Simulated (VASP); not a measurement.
An input for Ansatz (written as the equivalent of a VASP run, and not itself run):

Ansatz 0.2 input:
```yaml
crystal:
  lattice:
    - [3.7046380, 0.0000000, 0.0000000]
    - [0.0000000, 3.7046380, 0.0000000]
    - [0.0000000, 0.0000000, 6.5231520]
  atoms:
    - { symbol: V, position: [0.0000000, 0.5000000, 0.0000000], spin: 2 }
    - { symbol: V, position: [0.5000000, 0.0000000, 0.5000000], spin: 2 }
    - { symbol: S, position: [0.0000000, 0.0000000, 0.2500000] }
    - { symbol: S, position: [0.0000000, 0.0000000, 0.7500000] }
kpoints:
  mp_grid: { grid: [5, 5, 3] }
hamiltonian:
  xc: pbe
  pseudopotentials: { kind: paw }
magnetization: { spin_polarized: true }
scf:
  occupations: { method: gaussian, width: 0.05 }
  max_iter: 100
output: { forces: true, stress: true, eigenvalues: true }
```

Question: Write the VASP files for the same calculation (PBE).

Answer: One answer among several that fit: 
**POSCAR**
```
VS
13.0463040
  0.2839607294   0.0000000000   0.0000000000
  0.0000000000   0.2839607294   0.0000000000
  0.0000000000   0.0000000000   0.5000000000
V S
2 2
Direct
  0.0000000000   0.5000000000   0.0000000000
  0.5000000000   0.0000000000   0.5000000000
  0.0000000000   0.0000000000   0.2500000000
  0.0000000000   0.0000000000   0.7500000000
```

KPOINTS:
```
Automatic mesh
0
Gamma
5 5 3
0 0 0
```

### INCAR
```
# general
SYSTEM  = VS
PREC    = Accurate
ENCUT   = 400
LREAL   = .FALSE.   # projection in real space or not
LASPH   = .TRUE.   # aspherical one-centre terms

# electronic loop
EDIFF   = 1E-6
NELM    = 100
ALGO    = Normal   # blocked Davidson
LMAXMIX = 4   # l cut-off of mixed one-centre charges

# smearing
ISMEAR  = 0   # Gaussian
SIGMA   = 0.05

# functional
GGA     = PE   # PBE

# spin
ISPIN   = 2   # spin-polarised
MAGMOM  = 2*2.0 2*0.0

# ions
ISIF    = 2   # forces and stress, cell fixed

# output
LWAVE   = .FALSE.
LCHARG  = .FALSE.
LORBIT  = 10
```

POTCAR, in this order: V_sv S (PBE.64 set). Program: vasp_std.

What does not carry over: each code has its own PAW files, so the cut-off isn't converted (ENCUT is set for VASP's; basis.ecutwfc is left out, and Ansatz then takes the one that its files recommend); Ansatz stops its SCF on the density residual and VASP on the energy change (EDIFF).

The structure was generated: VS was put into the PtS type (P4_2/mmc), which need not be its known phase. The cell was not relaxed at this level. The k-mesh is coarse (spacing up to 0.34 per Å, 2π included), so the numbers may not be converged in it.
